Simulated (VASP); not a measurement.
## CdF2: stress against strain

CdF2 (fluorite, Fm-3m, 13.111 Å³/atom and stress up to 0.27 GPa in the relaxed cell, cube axes along x, y and z) under a strain ε along a cube axis (axis z), the other axes held. PBEsol in VASP (plane waves, PAW), 600 eV, 10×10×10 Γ-centred mesh, Gaussian smearing 0.05 eV; ions are relaxed, or left where forces stay under 0.02 eV/Å, within the symmetry of each cell. Stress is positive for a compressed cell.

Here s stands for strain and y for stress zz.

```csv
strain (%),stress zz (GPa)
-3.00,?
-1.50,2.54
-1.00,1.58
-0.50,0.64
0.00,-0.27
0.50,-1.17
1.00,-2.04
1.50,-2.90
```

Task: Using a straight line, estimate the missing y at s = -3.00 from the other rows, showing the fit.

Result: Means: s 0, y -0.231. About the means, the sum of products is -12.685 and the sum of squares of s is 7.0000; the slope is their ratio. Least squares gives y = -0.231 - 1.8121·s. Residuals (row less fit): 0.053, -0.001, -0.035, -0.039, -0.033, 0.003, 0.049; standard error 0.043 (degrees of freedom: 5). The slope gives the elastic constant C11 = 181 ± 2 GPa (± standard error of the fit, which holds the terms cut off). At the withheld row, y = -0.231 - 1.8121 × (-3.0) = 5.205 GPa. The calculation gives 5.56 GPa, 0.355 GPa above the prediction (4.2 % of the range of y in the table). The row lies outside the fitted rows, so this is an extrapolation. From the scatter of the fitted rows alone, a prediction at this place has a standard error of 0.066 GPa, so the miss is 5.4 times that.

A polynomial of degree 2 through the 12 other runs of the series gives 5.54 there, so most of the miss is curvature that the fit leaves out. Rows are the converged runs of the series near zero and its far end, less any whose ions stayed unrelaxed beside relaxed ones; series whose fitted rows scatter by over a few per cent of the range, as at a crossing or softening among them, aren't shown in this form. Most that stay on the fit to the last digits aren't either.
